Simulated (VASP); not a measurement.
These are r2SCAN meta-GGA, VASP's PBE PAW potentials (set 64) (plane waves; VASP 6.6.1) values and carry that method's errors.

Input for VASP

### POSCAR
```
C
1
    1.2114243123    -2.0982476002     0.0000000000
    1.2114243123     2.0982476002    -0.0000000000
    0.0000000000     0.0000000000     5.6530322585
C
4
Direct
  0.0000000000   0.0000000000   0.2500000000
  0.0000000000   0.0000000000   0.7500000000
  0.3333330000   0.6666670000   0.2500000000
  0.6666670000   0.3333330000   0.7500000000
```

File KPOINTS:
```
Automatic
0
gamma
 10 10 4
0 0 0
```

**INCAR**
```
SYSTEM = C
PREC = Accurate
ENCUT = 620
EDIFF = 1E-6
NELM = 100
ALGO = Normal
LREAL = .FALSE.
LASPH = .TRUE.
ISMEAR = 0
SIGMA = 0.05
METAGGA = R2SCAN
LMIXTAU = .TRUE.
LWAVE = .FALSE.
LCHARG = .FALSE.
IBRION = 2
ISIF = 3
NSW = 40
EDIFFG = -0.02
PSTRESS = 200
```

POTCAR, in this order: C (PBE.64 set). Program: vasp_std.

Output

OUTCAR:
```
 ion  position               nearest neighbor table
   1  0.000  0.000  0.250-   3 1.40   3 1.40   3 1.40
   2  0.000  0.000  0.750-   4 1.40   4 1.40   4 1.40
   3  0.333  0.667  0.250-   1 1.40   1 1.40   1 1.40
   4  0.667  0.333  0.750-   2 1.40   2 1.40   2 1.40
  LATTYP: Found a hexagonal cell.
 ALAT       =     2.4228478814
 C/A-ratio  =     2.3332179878
 Subroutine PRICEL returns:
 Original cell was already a primitive cell.
 Subroutine GETGRP returns: Found 24 space group operations
The static configuration has the point symmetry D_3d.
 The point group associated with its full space group is D_6h.
The dynamic configuration has the point symmetry D_3d.
 Subroutine INISYM returns: Found 24 space group operations
 Subroutine IBZKPT returns following result:
 Found     42 irreducible k-points:

 Following reciprocal coordinates:
            Coordinates               Weight
  0.000000  0.000000  0.000000      1.000000
  0.100000  0.000000  0.000000      6.000000
  0.200000  0.000000  0.000000      6.000000
  0.300000  0.000000  0.000000      6.000000
  0.400000  0.000000  0.000000      6.000000
...
```

OSZICAR:
```
       N       E                     dE             d eps       ncg     rms          rms(c)
DAV:   1     0.468948886936E+02    0.46895E+02   -0.97555E+03  1008   0.149E+03
DAV:   2    -0.417839621233E+02   -0.88679E+02   -0.80699E+02  1420   0.252E+02
DAV:   3    -0.451945553868E+02   -0.34106E+01   -0.33810E+01  1284   0.485E+01
DAV:   4    -0.452270024602E+02   -0.32447E-01   -0.32406E-01  1236   0.543E+00
DAV:   5    -0.452275913291E+02   -0.58887E-03   -0.58878E-03  1256   0.673E-01    0.874E+00
DAV:   6    -0.408622566567E+02    0.43653E+01   -0.21292E+00  1140   0.117E+01    0.642E+00
DAV:   7    -0.376966549430E+02    0.31656E+01   -0.35983E-01  1168   0.737E+00    0.129E+00
DAV:   8    -0.391470372974E+02   -0.14504E+01   -0.11452E+00  1076   0.951E+00    0.148E+00
DAV:   9    -0.398827577869E+02   -0.73572E+00   -0.16038E-01  1188   0.450E+00    0.871E-01
DAV:  10    -0.391694709586E+02    0.71329E+00   -0.12233E-01  1080   0.371E+00    0.663E-01
DAV:  11    -0.394031065241E+02   -0.23364E+00   -0.89107E-02  1080   0.303E+00    0.326E-01
DAV:  12    -0.394142497144E+02   -0.11143E-01   -0.21879E-03  1268   0.503E-01    0.156E-01
DAV:  13    -0.394248732048E+02   -0.10623E-01   -0.62326E-03  1036   0.110E+00    0.624E-02
DAV:  14    -0.394271086907E+02   -0.22355E-02   -0.50830E-04  1076   0.287E-01    0.123E-02
DAV:  15    -0.394272119786E+02   -0.10329E-03   -0.55574E-05  1176   0.985E-02    0.146E-02
DAV:  16    -0.394271945800E+02    0.17399E-04   -0.17155E-05  1136   0.543E-02    0.996E-03
DAV:  17    -0.394272374150E+02   -0.42835E-04   -0.24550E-05  1040   0.692E-02    0.454E-03
DAV:  18    -0.394272389430E+02   -0.15279E-05   -0.21696E-06  1136   0.170E-02    0.229E-03
DAV:  19    -0.394272404962E+02   -0.15532E-05   -0.27788E-07   632   0.696E-03    0.185E-03
DAV:  20    -0.394272402918E+02    0.20434E-06   -0.45664E-08   556   0.238E-03
   1 F= -.35839807E+02 E0= -.35839807E+02  d E =-.358398E+02
       N       E                     dE             d eps       ncg     rms          rms(c)
DAV:   1    -0.394332926361E+02   -0.60521E-02   -0.87367E-03  1080   0.922E-01    0.553E-02
DAV:   2    -0.394331841873E+02    0.10845E-03   -0.19640E-04  1276   0.133E-01    0.411E-02
DAV:   3    -0.394330922829E+02    0.91904E-04   -0.13374E-04  1128   0.146E-01    0.451E-03
DAV:   4    -0.394332020449E+02   -0.10976E-03   -0.46425E-05  1056   0.930E-02    0.605E-03
DAV:   5    -0.394332066700E+02   -0.46251E-05   -0.10963E-06   972   0.132E-02    0.449E-03
DAV:   6    -0.394332086566E+02   -0.19866E-05   -0.19359E-06   960   0.169E-02    0.823E-04
DAV:   7    -0.394332099893E+02   -0.13328E-05   -0.27822E-07   552   0.731E-03    0.352E-04
DAV:   8    -0.394332100692E+02   -0.79886E-07   -0.50991E-08   540   0.304E-03
   2 F= -.35839648E+02 E0= -.35839648E+02  d E =0.158369E-03
       N       E                     dE             d eps       ncg     rms          rms(c)
DAV:   1    -0.394291087167E+02    0.41013E-02   -0.43556E-03  1092   0.652E-01    0.392E-02
DAV:   2    -0.394290556589E+02    0.53058E-04   -0.98663E-05  1272   0.946E-02    0.291E-02
DAV:   3    -0.394290141722E+02    0.41487E-04   -0.67931E-05  1124   0.104E-01    0.329E-03
DAV:   4    -0.394290695502E+02   -0.55378E-04   -0.24266E-05  1060   0.670E-02    0.431E-03
DAV:   5    -0.394290717419E+02   -0.21916E-05   -0.53235E-07   792   0.907E-03    0.323E-03
DAV:   6    -0.394290732189E+02   -0.14771E-05   -0.96641E-07   640   0.121E-02    0.570E-04
DAV:   7    -0.394290735376E+02   -0.31870E-06   -0.16651E-07   540   0.516E-03
   3 F= -.35839840E+02 E0= -.35839840E+02  d E =-.338640E-04
```

### OUTCAR
```
------------------------ aborting loop because EDIFF is reached ----------------------------------------
  FORCE on cell =-STRESS in cart. coord.  units (eV):
  Direction    XX          YY          ZZ          XY          YZ          ZX
  --------------------------------------------------------------------------------------
  Total        3.5812168      3.5812138      3.5440428      0.0000000     -0.0000000     -0.0000000
  in kB      199.5533089    199.5531414    197.4818948      0.0000000     -0.0000000     -0.0000000
  external PRESSURE =      -1.1372183 kB  Pullay stress =     200.0000000 kB
  volume of cell :       28.75
      direct lattice vectors                 reciprocal lattice vectors
     1.211823801 -2.098939513  0.000000000     0.412601238 -0.238215536  0.000000000
     1.211823801  2.098939513 -0.000000000     0.412601238  0.238215536 -0.000000000
     0.000000000  0.000000000  5.652139359     0.000000000  0.000000000  0.176924159
 POSITION                                       TOTAL-FORCE (eV/Angst)
 -----------------------------------------------------------------------------------
      0.00000      0.00000      1.41303         0.000000     -0.000000      0.000000
      0.00000      0.00000      4.23910        -0.000000      0.000000      0.000000
      1.21182      0.69965      1.41303        -0.000000     -0.000000     -0.000000
      1.21182     -0.69965      4.23910         0.000000      0.000000      0.000000
 -----------------------------------------------------------------------------------
    total drift:                                0.000000     -0.000000      0.000000
  FREE ENERGIE OF THE ION-ELECTRON SYSTEM (eV)
  ---------------------------------------------------
  free  energy   TOTEN  =       -39.4290735376 eV

  energy  without entropy=      -39.4290735376  energy(sigma->0) =      -39.42907354
  enthalpy is  TOTEN    =       -35.8398403769 eV   P V=        3.5892331607

 reached required accuracy - stopping structural energy minimisation
```
(Selected blocks of OUTCAR.)

### CONTCAR
```
C
   1.00000000000000
     1.2118238011785663   -2.0989395125789376    0.0000000000000000
     1.2118238011785663    2.0989395125789376   -0.0000000000000000
     0.0000000000000000    0.0000000000000000    5.6521393585096540
  C
     4
Direct
     0.0000000000000000    0.0000000000000000    0.2500000000000000
     0.0000000000000000    0.0000000000000000    0.7500000000000000
     0.3333330000000032    0.6666669999999968    0.2500000000000000
     0.6666669999999968    0.3333330000000032    0.7500000000000000
```

The compound is C in the graphite structure. This run relaxes it under an external pressure of 20 GPa. Symmetry was kept, so distortions that lower it aren't found.
